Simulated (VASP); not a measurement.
Input for VASP

**INCAR**
```
ALGO=Normal
EDIFF=1E-6
EDIFFG=-0.02
ENCUT=620
GGA=PS
IBRION=2
ISIF=3
ISMEAR=0
LASPH=.TRUE.
LCHARG=.FALSE.
LREAL=.FALSE.
LWAVE=.FALSE.
NELM=100
NSW=40
PREC=Accurate
PSTRESS=50
SIGMA=0.05
SYSTEM=MgO
```

### POSCAR
```
MgO
1.0
  2.9242083031   0.0000000000   0.0000000000
 -1.4621041516   2.5324387766   0.0000000000
  0.0000000000   0.0000000000   5.1040941928
Mg O
2 2
Direct
  0.0000000000   0.0000000000   0.0000000000
  0.0000000000   0.0000000000   0.5000000000
  0.3333330000   0.6666670000   0.2500000000
  0.6666670000   0.3333330000   0.7500000000
```

### KPOINTS
```
Automatic mesh
0
Gamma
9 9 5
0 0 0
```

POTCAR, in this order: Mg O (PBE.64 set). Program: vasp_std.

Task: Translate this PBEsol calculation to Quantum ESPRESSO's pw.x.

Result: One equivalent input (not run):
```
&CONTROL
  calculation = 'vc-relax'
  pseudo_dir = './pseudo'
  outdir = './out'
  tprnfor = .true.
  tstress = .true.
  nstep = 40
  forc_conv_thr = 0.00078
/
&SYSTEM
  ibrav = 0
  nat = 4
  ntyp = 2
  ecutwfc = 84
  occupations = 'smearing'
  smearing = 'gaussian'
  degauss = 0.003675
  input_dft = 'pbesol'
/
&ELECTRONS
  conv_thr = 7.3e-08
  electron_maxstep = 100
/
&IONS
/
&CELL
  press = 50
/
ATOMIC_SPECIES
  Mg 24.305 Mg.upf
  O 15.999 O.upf
CELL_PARAMETERS angstrom
     2.9242083    0.0000000    0.0000000
    -1.4621042    2.5324388    0.0000000
     0.0000000    0.0000000    5.1040942
ATOMIC_POSITIONS crystal
  Mg   0.0000000  0.0000000  0.0000000
  Mg   0.0000000  0.0000000  0.5000000
  O    0.3333330  0.6666670  0.2500000
  O    0.6666670  0.3333330  0.7500000
K_POINTS automatic
  9 9 5 0 0 0
```
Limits of the translation: the potentials are each code's own (VASP's PAW set, PseudoDojo norm-conserving files in pw.x), so ENCUT and ecutwfc are chosen apart and not converted; conv_thr bounds pw.x's estimated SCF error, while EDIFF bounds the energy change between steps; forc_conv_thr acts on force components and is met together with etot_conv_thr.

The structure was generated: MgO was put into the NiAs type type (P6_3/mmc), which need not be its known phase. This run relaxes it under an external pressure of 5 GPa. Symmetry was kept, so distortions that lower it aren't found.
